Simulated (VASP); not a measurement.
Here is the system:

```
CELL_PARAMETERS angstrom
      4.19000     0.00000     0.00000
      0.00000     4.19000     0.00000
      0.00000     0.00000     4.19000
ATOMIC_POSITIONS crystal
  Ba 0.00000 0.00000 0.00000
  Zr 0.50000 0.50000 0.50000
  O  0.50000 0.00000 0.50000
  O  0.00000 0.50000 0.50000
  O  0.50000 0.50000 0.00000
```

Method: LDA (Ceperley-Alder, Perdew-Zunger), VASP's LDA PAW potentials (set 64) (plane waves; VASP 6.6.1). Numerical set-up: 400 eV cut-off, 6×6×6 Γ-centred mesh, Fermi-Dirac smearing of 0.050 eV, potentials Ba_sv Zr_sv O.

Unless said otherwise, spin-orbit coupling is left out, though it shifts the bands of the heavy elements here.

### Question
Give the energies of bands 12 to 23 at the high-symmetry points, in eV from the valence-band maximum.

### Answer

| band | Γ | X | M | R |
|---|---|---|---|---|
| 12 | -1.46 | -3.68 | -3.85 | -3.75 |
| 13 | -1.46 | -1.94 | -3.77 | -3.75 |
| 14 | -1.46 | -1.94 | -3.69 | -3.53 |
| 15 | -1.01 | -1.84 | -2.46 | -2.55 |
| 16 | -1.01 | -1.76 | -2.46 | -2.55 |
| 17 | -1.01 | -1.76 | -0.94 | -2.55 |
| 18 | -0.22 | -1.73 | -0.94 | 0.00 |
| 19 | -0.22 | -0.45 | -0.79 | 0.00 |
| 20 | -0.22 | -0.45 | -0.08 | 0.00 |
| 21 | 3.08 | 3.53 | 5.64 | 5.92 |
| 22 | 3.08 | 5.67 | 5.64 | 5.92 |
| 23 | 3.08 | 5.67 | 6.41 | 5.92 |

The gap is indirect, 3.08 eV, from the valence maximum at R to the conduction minimum at Γ.

The structure is a typed BaZrO3 crystal (Pm-3m). The cell was not relaxed at this level.
